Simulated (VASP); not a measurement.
All values below come from PBEsol GGA, VASP's PBE PAW potentials (set 64) (plane waves; VASP 6.6.1).

A VASP calculation is set up with these files.

**POSCAR**
```
PtSe
1
    0.0000000000     2.8070411587     2.8070411587
    2.8070411587     0.0000000000     2.8070411587
    2.8070411587     2.8070411587    -0.0000000000
Pt Se
1 1
Direct
  1.0000000000   1.0000000000   0.0000000000
  0.2500000000   0.2500000000   0.2500000000
```

**KPOINTS**
```
Automatic mesh
0
Gamma
10 10 10
0 0 0
```

### INCAR
```
! general
SYSTEM  = PtSe
PREC    = Accurate
ENCUT   = 400
LREAL   = F
LASPH   = T

! electronic loop
EDIFF   = 1E-6
NELM    = 100
ALGO    = Normal
LMAXMIX = 6

! smearing
ISMEAR  = 1
SIGMA   = 0.1

! functional
GGA     = PS

! ions
IBRION  = 2
NSW     = 60
ISIF    = 3
EDIFFG  = -0.01

! output
LWAVE   = F
LCHARG  = F
```

POTCAR, in this order: Pt Se (PBE.64 set). Program: vasp_std.

The run wrote:

**OSZICAR**
```
       N       E                     dE             d eps       ncg     rms          rms(c)
DAV:   1     0.578979716266E+02    0.57898E+02   -0.62756E+03  1208   0.931E+02
DAV:   2    -0.879848631312E+01   -0.66696E+02   -0.61728E+02  1312   0.193E+02
DAV:   3    -0.109507933816E+02   -0.21523E+01   -0.21187E+01  1356   0.358E+01
DAV:   4    -0.109672765555E+02   -0.16483E-01   -0.16477E-01  1296   0.358E+00
DAV:   5    -0.109674996571E+02   -0.22310E-03   -0.22309E-03  1384   0.408E-01    0.118E+01
DAV:   6    -0.107129150420E+02    0.25458E+00   -0.11253E+00  1168   0.104E+01    0.671E+00
DAV:   7    -0.106785110068E+02    0.34404E-01   -0.67419E-02  1216   0.281E+00    0.348E+00
DAV:   8    -0.106680409668E+02    0.10470E-01   -0.22130E-02  1264   0.133E+00    0.240E-01
DAV:   9    -0.106677760119E+02    0.26495E-03   -0.98180E-04  1288   0.242E-01    0.136E-01
DAV:  10    -0.106677664216E+02    0.95903E-05   -0.26563E-04  1324   0.127E-01    0.219E-02
DAV:  11    -0.106677685776E+02   -0.21560E-05   -0.57658E-06  1340   0.209E-02    0.857E-03
DAV:  12    -0.106677692510E+02   -0.67334E-06   -0.34288E-06  1280   0.145E-02
   1 F= -.10667769E+02 E0= -.10667851E+02  d E =-.106678E+02
       N       E                     dE             d eps       ncg     rms          rms(c)
DAV:   1    -0.106681430046E+02   -0.37443E-03   -0.67193E-03  1136   0.828E-01    0.117E-01
DAV:   2    -0.106677969160E+02    0.34609E-03   -0.13717E-03  1152   0.384E-01    0.469E-02
DAV:   3    -0.106677671060E+02    0.29810E-04   -0.49518E-05  1176   0.667E-02    0.266E-02
DAV:   4    -0.106677624655E+02    0.46405E-05   -0.31405E-05  1164   0.376E-02    0.123E-02
DAV:   5    -0.106677630157E+02   -0.55013E-06   -0.24020E-06  1016   0.115E-02
   2 F= -.10667763E+02 E0= -.10667843E+02  d E =0.623531E-05
       N       E                     dE             d eps       ncg     rms          rms(c)
DAV:   1    -0.106679070039E+02   -0.14454E-03   -0.22557E-03  1128   0.478E-01    0.681E-02
DAV:   2    -0.106677909352E+02    0.11607E-03   -0.45847E-04  1136   0.222E-01    0.277E-02
DAV:   3    -0.106677801225E+02    0.10813E-04   -0.16728E-05  1184   0.387E-02    0.158E-02
DAV:   4    -0.106677777187E+02    0.24038E-05   -0.10665E-05  1160   0.220E-02    0.720E-03
DAV:   5    -0.106677776409E+02    0.77781E-07   -0.79224E-07   592   0.673E-03
   3 F= -.10667778E+02 E0= -.10667859E+02  d E =-.838995E-05
```

File OUTCAR:
```
------------------------ aborting loop because EDIFF is reached ----------------------------------------
  FORCE on cell =-STRESS in cart. coord.  units (eV):
  Direction    XX          YY          ZZ          XY          YZ          ZX
  --------------------------------------------------------------------------------------
  Total       -0.0003496     -0.0003496     -0.0003496     -0.0000000     -0.0000000      0.0000000
  in kB       -0.0126721     -0.0126721     -0.0126721     -0.0000000     -0.0000000      0.0000000
  external PRESSURE =      -0.0126721 kB  Pullay stress =       0.0000000 kB
  volume of cell :       44.20
      direct lattice vectors                 reciprocal lattice vectors
     0.000000000  2.806380225  2.806380225    -0.178165452  0.178165452  0.178165452
     2.806380225  0.000000000  2.806380225     0.178165452 -0.178165452  0.178165452
     2.806380225  2.806380225  0.000000000     0.178165452  0.178165452 -0.178165452
 POSITION                                       TOTAL-FORCE (eV/Angst)
 -----------------------------------------------------------------------------------
      0.00000      0.00000      0.00000        -0.000000     -0.000000     -0.000000
      1.40319      1.40319      1.40319         0.000000      0.000000      0.000000
 -----------------------------------------------------------------------------------
    total drift:                               -0.000000     -0.000000     -0.000000
  FREE ENERGIE OF THE ION-ELECTRON SYSTEM (eV)
  ---------------------------------------------------
  free  energy   TOTEN  =       -10.6677776409 eV

  energy  without entropy=      -10.6680213342  energy(sigma->0) =      -10.66785887

 reached required accuracy - stopping structural energy minimisation
```
(Selected blocks of OUTCAR.)

File CONTCAR:
```
PtSe
   1.00000000000000
     0.0000000000000000    2.8063802247284459    2.8063802247284459
     2.8063802247284459    0.0000000000000000    2.8063802247284459
     2.8063802247284459    2.8063802247284459    0.0000000000000000
  Pt              Se
     1     1
Direct
     0.0000000000000000    0.0000000000000000    0.0000000000000000
     0.2500000000000000    0.2500000000000000    0.2500000000000000
```

The structure was generated: PtSe was put into the zinc blende type (F-43m), which need not be its known phase. This run relaxes it. Symmetry was kept, so distortions that lower it aren't found. The start is the result of an earlier pass.
